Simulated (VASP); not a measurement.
Consider the following.

```
CELL_PARAMETERS angstrom
      1.96345    -3.40079     0.00000
      1.96345     3.40079     0.00000
      0.00000     0.00000     5.11943
ATOMIC_POSITIONS crystal
  Ni 0.00000 0.00000 0.50000
  Ni 0.00000 0.00000 0.00000
  Sb 0.33333 0.66667 0.25000
  Sb 0.66667 0.33333 0.75000
```

These are r2SCAN meta-GGA, VASP's PBE PAW potentials (set 64) (plane waves; VASP 6.6.1) values and carry that method's errors. Numerical set-up: 480 eV cut-off, 8×8×6 Γ-centred mesh, first-order Methfessel-Paxton smearing of 0.10 eV, potentials Ni Sb.

Energy and stress use the plane-wave basis of the starting cell.

**Question.** The ions, cell shape and volume at an external pressure of 5.0 GPa are relaxed. What does this cell relax into?

**Answer.** 
```
CELL_PARAMETERS angstrom
      1.94219    -3.36397     0.00000
      1.94219     3.36397     0.00000
      0.00000     0.00000     5.04646
ATOMIC_POSITIONS crystal
  Ni 0.00000 0.00000 0.50000
  Ni 0.00000 0.00000 0.00000
  Sb 0.33333 0.66667 0.25000
  Sb 0.66667 0.33333 0.75000
```
Space group P6_3/mmc (194), at a tolerance of 0.03 Å.

**Question.** How do energy and volume change from the first to the last step?

**Answer.** The energy (σ→0) changes by +9.7 meV/atom and the volume by -3.5 %, in 6 ionic steps.

The compound is NiSb in the NiAs type structure. This run relaxes it under an external pressure of 5 GPa. Symmetry was kept, so distortions that lower it aren't found. The run is not spin-polarised, so no magnetic state was tried.
